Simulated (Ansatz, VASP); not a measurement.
# Cross-check of AlCuCl4 (AlCuCl4 (P-42c)) between VASP and Ansatz, part 2 of 2

One calculation is typed for both programs; each brings its own data sets. How far apart do they land? The cell is taken from a series of runs on this material, whose earlier steps may have relaxed, scaled, displaced or heated it; both programs get it as it stands.

VASP 6.6.1 and Ansatz 0.2.0.

So far: The starting structure; VASP: relaxation of cell and atoms, r2SCAN.

## (3) Ansatz: relaxation of cell and atoms, r2SCAN

Level of this step: Ansatz beside VASP: Kohn-Sham DFT, plane waves, r2SCAN (Ansatz).

Ansatz runs on its default PAW (the set named soft_2) files.

The same cell, functional, mesh and smearing now go to Ansatz.

The input, input.yaml:

```yaml
crystal:
  lattice:
    - [5.4351128, 0.0, 0.0]
    - [0.0, 5.4351128, 0.0]
    - [0.0, 0.0, 9.976939]
  atoms:
    - { symbol: Al, position: [0.0, 0.5, 0.25] }
    - { symbol: Al, position: [0.5, 0.0, 0.75] }
    - { symbol: Cu, position: [0.0, 0.0, 0.0] }
    - { symbol: Cu, position: [0.0, 0.0, 0.5] }
    - { symbol: Cl, position: [0.27170175, 0.23288343, 0.87248764] }
    - { symbol: Cl, position: [0.72829825, 0.76711657, 0.87248764] }
    - { symbol: Cl, position: [0.23288343, 0.27170175, 0.37248764] }
    - { symbol: Cl, position: [0.27170175, 0.76711657, 0.62751236] }
    - { symbol: Cl, position: [0.72829825, 0.23288343, 0.62751236] }
    - { symbol: Cl, position: [0.23288343, 0.72829825, 0.12751236] }
    - { symbol: Cl, position: [0.76711657, 0.27170175, 0.12751236] }
    - { symbol: Cl, position: [0.76711657, 0.72829825, 0.37248764] }
basis:
  ecutwfc: 500
  xc_grid: 2
hamiltonian:
  xc: r2scan
kpoints:
  mp_grid: { grid: [5, 5, 3] }
scf:
  occupations: { method: fermi_dirac, width: 0.01 }
  max_iter: 150
output:
  forces: true
  stress: true
relax:
  f_tol: 0.01
  max_steps: 60
  cell: {}
checkpoint:
  write: "../r2scan.run"
  compress: false
  write_wavefunctions: false
  write_every: 100000
```

Launch:

```
$ ansatz run input.yaml --threads 1 --pin off --max-ram 2355MiB --backend cpu --events-out ev --progress --plain --runs-dir out
```

Numbers of over 12 decimals in the logs are rounded to 6 here.

Output:

```text
Engine: ansatz 0.2.0, aarch64-unknown-linux-gnu
Pseudopotentials: kind: paw
Pseudopotential: Al, paw, valence charge 3, recommended cutoff 500 eV (meta_gga), Al.paw.azcp
Pseudopotential: Cu, paw, valence charge 19, recommended cutoff 500 eV (meta_gga), Cu.paw.azcp
Pseudopotential: Cl, paw, valence charge 7, recommended cutoff 500 eV (meta_gga), Cl.paw.azcp
Functional definition: r2SCAN
  parameter k0 = 0.174
  parameter k1 = 0.065
  parameter a1 = 4.9479
  exchange = r2scan_x(k0 = k0, k1 = k1, a1 = a1)
  correlation = r2scan_c
Crystal: 12 atoms, lattice volume = 294.723 Å³
Basis set: ecut = 500 eV, 7461 PW (Γ), exchange–correlation on 80×80×150 points (8 copies of the dense FFT grid, shifted against one another)
Bands: 62, of which v1, the nominal top of the filled ones, is band 50 counted from 1 (49 counted from 0)
Symmetry: 8 space group operations
Space group: P-42c (ITA 112), of the structure as read, at distance tolerance 6.7e-5 Å
k-points: 12 of 75 (time reversal used)
Non-local potential: Al, projectors of the file, l = 0: 2, l = 1: 2, l = 2: 1
Non-local potential: Cu, projectors of the file, l = 0: 3, l = 1: 2, l = 2: 3, l = 3: 1
Non-local potential: Cl, projectors of the file, l = 0: 2, l = 1: 2, l = 2: 2
PAW form: soft (Blöchl's): semilocal exchange-correlation on the pseudo side does not see the compensation charge
PAW frozen core: Al, regenerated for the run's functional (the file was generated under x = pbe(κ = 0.804, μ = 0.219515), c = pbe(β = 0.066725))
PAW frozen core: Cu, regenerated for the run's functional (the file was generated under x = pbe(κ = 0.804, μ = 0.219515), c = pbe(β = 0.066725))
PAW frozen core: Cl, regenerated for the run's functional (the file was generated under x = pbe(κ = 0.804, μ = 0.219515), c = pbe(β = 0.066725))
PAW one-centre angular grid: Al, 302 points (default); XC on 160 Gauss nodes
PAW one-centre angular grid: Cu, 590 points (default); XC on 160 Gauss nodes
PAW one-centre angular grid: Cl, 302 points (default); XC on 160 Gauss nodes
Initial density: superposition of atomic densities (neutral atoms: chi_scale 0, normalization atom), corrected by the library's trained network
Initial wavefunctions: pseudopotential atomic-orbital guess
Functional: x = r2scan, c = r2scan; τ floored in thin density (d = 2e-4 eV/Å³)
SCF iter   1: F=—  HF=-23028.184275 eV  |F-HF|=—  |Δ(HF+E_count)|=         —  Δρ=1.50e-2  dr2=4.13e-1  dr2_τ=8.00e-2  ethr=1.77e-3  ⟨swp⟩=7.7  Hψ=3349  notcnv=0  defer=7
preconditioner: auto → Resta (q_TF=auto, 2.279 Å⁻¹)  ε∞=3.9  [insulator: Δε(μ)=3.443 eV  Ē_g=11.613 eV  σ=0.010 eV  W_gap=1.00  n_scr=54 (ndim 8)  ℏωp=19.8 eV  f_vac=0.099  D(μ)=0.00/eV (n_scr^D=0)  ε∞_Penn≈3.9]
SCF iter   2: F=—  HF=-23028.293964 eV  |F-HF|=—  |Δ(HF+E_count)|=   1.10e-1  Δρ=9.36e-3  dr2=1.53e-1  dr2_τ=3.34e-3  ethr=4.13e-4  ⟨swp⟩=2.8  Hψ=1563  notcnv=0  defer=76
SCF iter   3: F=—  HF=-23028.236783 eV  |F-HF|=—  |Δ(HF+E_count)|=   5.72e-2  Δρ=3.61e-3  dr2=2.60e-2  dr2_τ=2.73e-4  ethr=1.53e-4  ⟨swp⟩=2.0  Hψ=1470  notcnv=0  defer=30
automatic band count: iteration 3 solves 58 bands in place of 62: the levels show a gap, and the empty bands left out lie too high to hold charge; the band table lists the bands solved (type scf.n_extra_bands for more)
SCF iter   4: F=—  HF=-23028.231511 eV  |F-HF|=—  |Δ(HF+E_count)|=   5.27e-3  Δρ=4.97e-4  dr2=7.11e-4  dr2_τ=7.25e-5  ethr=2.60e-5  ⟨swp⟩=3.0  Hψ=901  notcnv=0  defer=30
SCF iter   5: F=—  HF=-23028.231606 eV  |F-HF|=—  |Δ(HF+E_count)|=   9.52e-5  Δρ=2.01e-4  dr2=1.21e-4  dr2_τ=4.03e-6  ethr=7.11e-7  ⟨swp⟩=2.0  Hψ=1128  notcnv=0  defer=30
SCF iter   6: F=—  HF=-23028.231623 eV  |F-HF|=—  |Δ(HF+E_count)|=   1.69e-5  Δρ=4.98e-5  dr2=1.18e-5  dr2_τ=8.20e-7  ethr=1.21e-7  ⟨swp⟩=2.0  Hψ=1073  notcnv=0  defer=30
SCF iter   7: F=—  HF=-23028.231365 eV  |F-HF|=—  |Δ(HF+E_count)|=   2.57e-4  Δρ=2.31e-5  dr2=1.23e-6  dr2_τ=1.79e-8  ethr=1.18e-8  ⟨swp⟩=3.0  Hψ=1321  notcnv=0  defer=30
SCF iter   8: F=-23028.231366 eV  HF=-23028.231366 eV  |F-HF|=1.99e-8  |Δ(HF+E_count)|=   6.75e-7  Δρ=5.54e-6  dr2=9.72e-8  dr2_τ=2.77e-9  ethr=1.00e-10  ⟨swp⟩=3.0  Hψ=2922  notcnv=0
SCF 1 converged in 8 iterations: F = -23028.231366 eV  dr2 = 9.72e-8
  greatest PAW one-centre occupation: 1.000 electrons in one spin orbital (limit 2), on the Cu atom at site 3 (counted from 0), in its partial waves of l = 1
relax step   1: F+E_penalty+E_count = -23028.23136608 eV  Δ(F+E_penalty+E_count) = +0.000e0 eV  max|allowed force component| = 1.950e-2 eV/Å  Δτ_max = 0.0000 Å  P = +0.139 GPa  Ω = 294.723 Å³  (8 SCF iters, dr2 threshold 1.00e-7 eV, accepted)
[...]
relax step   2: F+E_penalty+E_count = -23028.23171521 eV  Δ(F+E_penalty+E_count) = -3.491e-4 eV  max|allowed force component| = 7.418e-3 eV/Å  Δτ_max = 0.0030 Å  P = +0.041 GPa  Ω = 295.608 Å³  energy of the carried Pulay correction = -1.264e-4 eV  (6 SCF iters, dr2 threshold 6.73e-8 eV, accepted)
[...]
relax step   3: F+E_penalty+E_count = -23028.23177345 eV  Δ(F+E_penalty+E_count) = -5.824e-5 eV  max|allowed force component| = 1.452e-3 eV/Å  Δτ_max = 0.0010 Å  P = -0.002 GPa  Ω = 295.704 Å³  energy of the carried Pulay correction = -1.401e-4 eV  (6 SCF iters, dr2 threshold 8.74e-9 eV, accepted)
[...]
relax step   4: F+E_penalty+E_count = -23028.23189155 eV  Δ(F+E_penalty+E_count) = -1.181e-4 eV  max|allowed force component| = 1.459e-3 eV/Å  Δτ_max = 0.0000 Å  P = -0.002 GPa  Ω = 295.704 Å³  stress off target by 1.35e-2 GPa  SCF on the basis re-selected at this cell (its energy is not comparable with the rows above)  (5 SCF iters)
basis re-selected at this cell: Δ(F+E_penalty+E_count) = -1.181e-4 eV, ΔP = +0.000 GPa vs the last step (what re-selecting the basis moved, of the pressure what is left beyond the Pulay correction that the steps carried, after the strain that the cell walked since its last selection, with what the two solves' SCF thresholds leave and, on support functions, any second-order correction that the steps lacked; it is no m [...]
SCF converged after 5 iterations
Free energy (F): -23028.231892 eV
Harris-Foulkes:  -23028.231892 eV  (|F-HF|=1.86e-10)
Internal energy: -23028.231892 eV  (E = F + TS)
E sigma→0 (E₀):  -23028.231892 eV
Fermi energy:    4.875697 eV
--- Per-component energies (eV) ---
  E_band       = -1442.390025
  E_kinetic    = 1937.076166
  E_local      = -16156.215324  (includes V_loc(G=0)·N_el)
  E_nonlocal   = 1075.760515
  E_hartree    = 7010.320110
  E_xc         = -1068.082313
  E_vxc        = -1380.123398  (∫ρ·V_xc dr)
  E_paw        = -9669.360219  (= ΣΔE_a)
  E_vpaw       = -1015.782522  (= ΣTr[D̂ρ^β])
  E_aug_tail   = 0.000589  (compensation charges beyond the density's cutoff)
  E_vtau       = 76.252949  (kinetic-family band-sum trace: ∫τ·v_τ [+ j·A + Jᵃ·Aᵃ] dr)
  E_ewald      = -6155.917729
  E_core_change = -1.813686  (= ΣΔE_core)
  E_smearing   = -0.000000  (= −TS)
  E_closure    = -0.000000  (closes the sum)
  Σ components = -23028.231892   (vs F -23028.231892, Δ=0.00e0)
--- Forces (eV/Å), atoms counted from 1 ---
  atom   1  Al    -0.00000000     0.00000000     0.00000000
  atom   2  Al    -0.00000000     0.00000000     0.00000000
  atom   3  Cu    -0.00000000     0.00000000     0.00000000
  atom   4  Cu    -0.00000000     0.00000000     0.00000000
  atom   5  Cl     0.00145448    -0.00022115    -0.00145890
  atom   6  Cl    -0.00145448     0.00022115    -0.00145890
  atom   7  Cl    -0.00022115     0.00145448    -0.00145890
  atom   8  Cl     0.00145448     0.00022115     0.00145890
  atom   9  Cl    -0.00145448    -0.00022115     0.00145890
  atom  10  Cl    -0.00022115    -0.00145448     0.00145890
  atom  11  Cl     0.00022115     0.00145448     0.00145890
  atom  12  Cl     0.00022115    -0.00145448    -0.00145890
  max |Σ_I F_I| component: 2.13e-17 eV/Å
--- Stress (GPa, compression-positive) ---
       -0.009549       0.000000      -0.000000
        0.000000      -0.009549       0.000000
       -0.000000       0.000000       0.013526
  P = ⅓ Tr σ = -0.0019 GPa (-0.019 kbar)
--- Relaxed structure (3 steps of the walk, 3 accepted, 1 SCFs on fresh bases) ---
  F+E_penalty+E_count = -23028.23189155 eV   max|allowed force component| = 1.459e-3 eV/Å   (the final SCF, on the basis selected at the relaxed cell)
  cell:  # Å, volume = 295.7036 Å³
    - [5.437532, 0, -4.342867678245649e-19]
    - [0, 5.437532, 0]
    - [-7.971964429317539e-19, 0, 10.001221]
  atoms:
    - { symbol: Al, position: [0, 0.5, 0.250000] }
    - { symbol: Al, position: [0.5, 0, 0.750000] }
    - { symbol: Cu, position: [0, 0, 0] }
    - { symbol: Cu, position: [0, 0, 0.500000] }
    - { symbol: Cl, position: [0.271225, 0.232670, 0.872352] }
    - { symbol: Cl, position: [0.728775, 0.767330, 0.872352] }
    - { symbol: Cl, position: [0.232670, 0.271225, 0.372352] }
    - { symbol: Cl, position: [0.271225, 0.767330, 0.627648] }
    - { symbol: Cl, position: [0.728775, 0.232670, 0.627648] }
    - { symbol: Cl, position: [0.232670, 0.728775, 0.127648] }
    - { symbol: Cl, position: [0.767330, 0.271225, 0.127648] }
    - { symbol: Cl, position: [0.767330, 0.728775, 0.372352] }
```

## (4) Comparison

Known differences besides the potentials themselves: VASP keeps PBE cores, Ansatz makes them for the functional; the data sets hold 100 valence electrons in Ansatz (on its default PAW (the set named soft_2) files) and 84 in VASP; the cutoff is 500 eV in Ansatz and 660 eV in VASP; Ansatz adds a Pulay correction to the stress that steers its cell, VASP none. Total energies have different zeros and are not compared.

Both answers:

```csv
quantity,Ansatz,VASP,difference
volume (Å³),295.70,294.99,+0.24 %
"edge a after relaxation, in the typed setting (Å)",5.438,5.436,+0.02 %
"edge c after relaxation, in the typed setting (Å)",10.001,9.982,+0.20 %
```

## (5) Summary of results

```yaml
difference_in_volume_relaxation_of_cell_and_atoms_r2scan: 0.24 %
```

What this shows: The difference in volume is 0.24 % (relaxation of cell and atoms, r2SCAN), within the 1.2 % picked in this series as the mark of a large difference, as far as the stopping tolerances let one tell. The data sets hold unlike numbers of valence electrons (100 in Ansatz and 84 in VASP), so part of the differences comes from the potentials. Such differences can come from data sets, numerical settings and the points named under the comparisons, not from the functional's error against experiment.

[Lines on the potential files, build, host, timing and source positions are cut from VASP's logs without a mark.]

[Logs are printed without paths, hosts, clocks, repeated set-up lines and the standing remarks that a program may print on its own settings, such as how far it seeks lower states.]

[Hosts, paths, dates, database ids (printed as entryN), source tags and the programs' standing remarks are cut or masked in the printed files.]
